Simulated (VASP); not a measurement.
## NbIr (space group P4/mmm): computed properties

All values below come from PBEsol GGA, VASP's PBE PAW potentials (set 64) (plane waves; VASP).

| Property | Result |
|---|---|
| space group | P4/mmm (123) |
| cell | a = b = 2.8386 Å, c = 3.8574 Å, α = β = γ = 90.00° |
| volume per atom | 15.54 Å³/atom |
| band gap (over mesh and band path) | none (metal, semimetal or under 0.01 eV) |
| Hill bulk modulus | 286 GPa |
| Hill shear modulus | 125 GPa |
| Poisson's ratio | 0.309 |
| density | 15.23 g/cm³ |
| optical Γ-point spectrum | 157 (×2), 215 cm⁻¹ |
| C11 | 477 GPa |
| C12 | 147 GPa |
| C13 | 213 GPa |
| C33 | 487 GPa |
| C44 | 163 GPa |
| C66 | 59.9 GPa |

```
IrNb
1.0
    2.83858     0.00000     0.00000
    0.00000     2.83858     0.00000
    0.00000     0.00000     3.85741
Nb Ir
1 1
Direct
  0.50000   0.50000   0.50000
  0.00000   0.00000   0.00000
```

Finite-difference elastic constants of metals are sensitive to mesh and smearing; shear constants can be off by tens of GPa. Unless said otherwise, spin-orbit coupling is left out, though it shifts the bands of the heavy elements here.

The structure comes from a computed database's NbIr entry (P4/mmm); how it stands against other phases isn't given here. It was relaxed first. Symmetry was kept, so distortions that lower it aren't found.
